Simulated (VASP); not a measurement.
# Zr3MoC (Pm-3m) in VASP: reference runs

Aim: a first look at Zr3MoC with PBE, on the cell as given.

All numbers are computed with VASP 6.6.1; they aren't measurements. Logs are shortened: lines on timing, memory, paths and dates and some standing lists are left out, and cuts for length are marked.

### Step 1. The structure

It takes space group Pm-3m (No. 221, cubic). The conventional cell has a = 4.943 Å, b = 4.943 Å, c = 4.943 Å, α = 90.00°, β = 90.00°, γ = 90.00°. Around Zr (site symmetry 4/mmm) lie 2 Mo at 2.47 Å. Mo (site symmetry m-3m) is surrounded by 6 Zr at 2.47 Å. Around C (site symmetry m-3m) lie 12 Zr at 3.49 Å.

The cell was built by a generator and needn't be a form met in nature.

### Step 2. Single point, PBE

File INCAR:

```
PREC = Accurate
ENCUT = 520
EDIFF = 1E-7
ISMEAR = -1
SIGMA = 0.05
LREAL = F
LASPH = T
NELM = 80
ALGO = Normal
ISIF = 2
LWAVE = F
LCHARG = F
GGA = PE
NBANDS = 35
```

File KPOINTS:

```
Automatic mesh
0
Gamma
  6 6 6
```

File POSCAR:

```
Zr3MoC
1.0
    4.9425100000      0.0000000000      0.0000000000
    0.0000000000      4.9425100000      0.0000000000
    0.0000000000      0.0000000000      4.9425100000
Zr Mo C
3 1 1
Direct
    0.5000000000      0.0000000000      0.0000000000
    0.0000000000      0.5000000000      0.0000000000
    0.0000000000      0.0000000000      0.5000000000
    0.0000000000      0.0000000000      0.0000000000
    0.5000000000      0.5000000000      0.5000000000
```

Potentials or basis: VASP PAW PBE potentials, release 64 (Zr_sv, Mo_sv, C).

The run is started by

```
$ cat potpaw_PBE.64/Zr_sv/POTCAR potpaw_PBE.64/Mo_sv/POTCAR potpaw_PBE.64/C/POTCAR > POTCAR
$ mpirun -np 1 vasp_std > vasp.out
```

OUTCAR:

```text
PREC = Accurate
   ENCUT = 520
   EDIFF = 1E-7
   ISMEAR = -1
   LREAL = F
   LASPH = T
   NELM = 80
   ISIF = 2
   GGA = PE

 ion  position               nearest neighbor table
   1  0.500  0.000  0.000-   4 2.47   4 2.47   2 3.49   3 3.49   2 3.49   2 3.49   3 3.49   3 3.49
                             3 3.49   2 3.49
   2  0.000  0.500  0.000-   4 2.47   4 2.47   1 3.49   3 3.49   1 3.49   3 3.49   3 3.49   3 3.49
                             1 3.49   1 3.49
   3  0.000  0.000  0.500-   4 2.47   4 2.47   1 3.49   1 3.49   2 3.49   2 3.49   2 3.49   2 3.49
                             1 3.49   1 3.49
   4  0.000  0.000  0.000-   1 2.47   2 2.47   3 2.47   3 2.47   2 2.47   1 2.47
   5  0.500  0.500  0.500-

  LATTYP: Found a simple cubic cell.
 ALAT       =     4.9425100000

  Lattice vectors:

 A1 = (   4.9425100000,   0.0000000000,   0.0000000000)
 A2 = (   0.0000000000,   4.9425100000,   0.0000000000)
 A3 = (   0.0000000000,   0.0000000000,   4.9425100000)

Analysis of symmetry for initial positions (statically):
=====================================================================
 Subroutine PRICEL returns:
 Original cell was already a primitive cell.

 Routine SETGRP: Setting up the symmetry group for a
 simple cubic supercell.

 Subroutine GETGRP returns: Found 48 space group operations
 (whereof 48 operations were pure point group operations)
 out of a pool of 48 trial point group operations.

The static configuration has the point symmetry O_h .

Analysis of symmetry for dynamics (positions and initial velocities):
=====================================================================
 Subroutine PRICEL returns:
 Original cell was already a primitive cell.

 Routine SETGRP: Setting up the symmetry group for a
 simple cubic supercell.

 Subroutine GETGRP returns: Found 48 space group operations
 (whereof 48 operations were pure point group operations)
 out of a pool of 48 trial point group operations.

The dynamic configuration has the point symmetry O_h .

 Subroutine INISYM returns: Found 48 space group operations
 (whereof 48 operations are pure point group operations),
 and found     1 'primitive' translations

----------------------------------------------------------------------------------------

                                     Primitive cell
[... 91 lines left out ...]
   NELM   =     80;   NELMIN=  2; NELMDL= -5     # of ELM steps
   EDIFF  = 0.1E-06   stopping-criterion for ELM
   LREAL  =      F    real-space projection
   EDIFFG = 0.1E-05   stopping-criterion for IOM
   NSW    =      0    number of steps for IOM
   IBRION =     -1    ionic relax: 0-MD 1-quasi-New 2-CG
   NFREE  =      0    steps in history (QN), initial steepest desc. (CG)
   ISIF   =      2    stress and relaxation
   ISYM   =      2    0-nonsym 1-usesym 2-fastsym
   POTIM  = 0.5000    time-step for ionic-motion
   TEBEG  =    0.0;   TEEND  =   0.0 temperature during run
   PSTRESS=    0.0 pullay stress
   NELECT =      54.0000    total number of electrons
   NUPDOWN=      -1.0000    fix difference up-down
   EMIN   =  10.00;   EMAX   =-10.00  energy-range for DOS
   EFERMI =   0.00;   METHOD = LEGACY
   ISMEAR =    -1;   SIGMA  =   0.05  broadening in eV -4-tet -1-fermi 0-gaus
   EFERMI_NEDOS =   21; number of points for ismear=-14 and -15
   IALGO  =     38    algorithm
   IMIX   =      4    mixing-type and parameters
     AMIX     =   0.40;   BMIX     =  1.00
     AMIX_MAG =   1.60;   BMIX_MAG =  1.00
  volume/ion in A,a.u.               =      24.15       162.96
  Fermi-wavevector in a.u.,A,eV,Ry     =   1.251964  2.365869 21.325962  1.567414
  Thomas-Fermi vector in A             =   2.385887
   LORBIT       =      0    0 simple, 1 ext, 2 COOP (PROOUT), +10 PAW based schemes
   GGA     = PE    functional components
   LHFCALC =     F    Hartree Fock is set to
   AEXX    =    0.0000 exact exchange contribution
   IVDW    =     0    specifies the selected vdW correction
   LEPSILON=     F    determine dielectric tensor
   LRPA    =     F    only Hartree local field effects (RPA)
 non-spin polarized calculation
  energy-cutoff  :      520.00
  volume of cell :      120.74
 maximum number of plane-waves:      3268
 NGX is ok and might be reduce to    40
   NGX = 19   NGY = 19   NGZ = 19

 number of electron      54.0000001 magnetization

 Free energy of the ion-electron system (eV)
  ---------------------------------------------------
  ext. energy  EPLUGINS =         0.00000000
  ---------------------------------------------------
  free energy    TOTEN  =       -36.40423245 eV

  energy without entropy =      -36.33324529  energy(sigma->0) =      -36.36873887

 E-fermi :   6.2418     XC(G=0): -10.0905

 val. band max:        6.2330719564   @ k =   0.5000   0.1667   0.1667
 cond. band min:       6.2436534405   @ k =   0.3333   0.3333   0.1667
 fundamental gap:      0.0105814842
 Fermi energy:         6.2418094996

 k-point     1 :       0.0000    0.0000    0.0000
  band No.  band energies     occupation
      1     -53.7183      2.00000
      2     -42.9308      2.00000
      3     -42.9081      2.00000
      4     -42.9081      2.00000
      5     -28.2804      2.00000
      6     -28.2804      2.00000
[... 749 lines left out ...]
     34       7.9629      0.00000
     35       7.9629      0.00000

------------------------ aborting loop because EDIFF is reached ----------------------------------------

  FORCE on cell =-STRESS in cart. coord.  units (eV):
  Direction    XX          YY          ZZ          XY          YZ          ZX
  --------------------------------------------------------------------------------------
  -------------------------------------------------------------------------------------
  Total       -0.0635025     -0.0635025     -0.0635025      0.0000000      0.0000000     -0.0000000
  in kB       -0.8426728     -0.8426728     -0.8426728      0.0000000      0.0000000     -0.0000000
  external PRESSURE =      -0.8426728 kB  Pullay stress =       0.0000000 kB

 VOLUME and BASIS-vectors are now :
 -----------------------------------------------------------------------------
  energy-cutoff  :      520.00
  volume of cell :      120.74
      direct lattice vectors                 reciprocal lattice vectors
     4.942510000  0.000000000  0.000000000     0.202326348  0.000000000  0.000000000
     0.000000000  4.942510000  0.000000000     0.000000000  0.202326348  0.000000000
     0.000000000  0.000000000  4.942510000     0.000000000  0.000000000  0.202326348

 POSITION                                       TOTAL-FORCE (eV/Angst)
 -----------------------------------------------------------------------------------
      2.47126      0.00000      0.00000         0.000000      0.000000      0.000000
      0.00000      2.47126      0.00000         0.000000      0.000000      0.000000
      0.00000      0.00000      2.47126         0.000000      0.000000      0.000000
      0.00000      0.00000      0.00000         0.000000      0.000000      0.000000
      2.47126      2.47126      2.47126         0.000000      0.000000      0.000000
 -----------------------------------------------------------------------------------
    total drift:                                0.000000      0.000000     -0.000000

  FREE ENERGIE OF THE ION-ELECTRON SYSTEM (eV)
  ---------------------------------------------------
  free  energy   TOTEN  =       -36.4042324452 eV

  energy  without entropy=      -36.3332452881  energy(sigma->0) =      -36.36873887
```

stdout:

```text
POSCAR found type information on POSCAR ZrMoC
 POSCAR found :  3 types and       5 ions
 scaLAPACK will be used
 LDA part: xc-table for (Slater+PW92), standard interpolation
 POSCAR, INCAR and KPOINTS ok, starting setup
 FFT: planning ... GRIDC
 FFT: planning ... GRID_SOFT
 FFT: planning ... GRID
 WAVECAR not read
 entering main loop
```

It took 51 s on 1 thread of Intel Xeon 6975P-C (Granite Rapids), shared host; peak memory 0.28 GiB.

What came out:

```
Free energy            : -36.4042 eV
Pressure               : -0.1 GPa
Band gap on the k mesh : none (metal or under the smearing width)
```

Levels at points of the mesh, in eV from the Fermi level:
```tsv
k point	band 23	band 24	band 25	band 26	band 27	band 28	band 29	band 30	band 31	band 32
(0.00, 0.00, 0.00)	-3.15	-0.84	-0.84	-0.48	-0.43	-0.43	-0.43	1.79	1.79	1.79
(0.50, 0.00, 0.00)	-2.06	-0.43	-0.30	-0.30	-0.06	0.12	0.12	0.20	1.35	1.51
(0.50, 0.50, 0.00)	-1.32	-1.31	-0.57	-0.27	-0.27	-0.20	0.25	1.45	1.45	1.69
(0.50, 0.50, 0.50)	-1.84	0.06	0.06	0.06	0.20	0.36	0.36	0.36	0.55	0.55
```
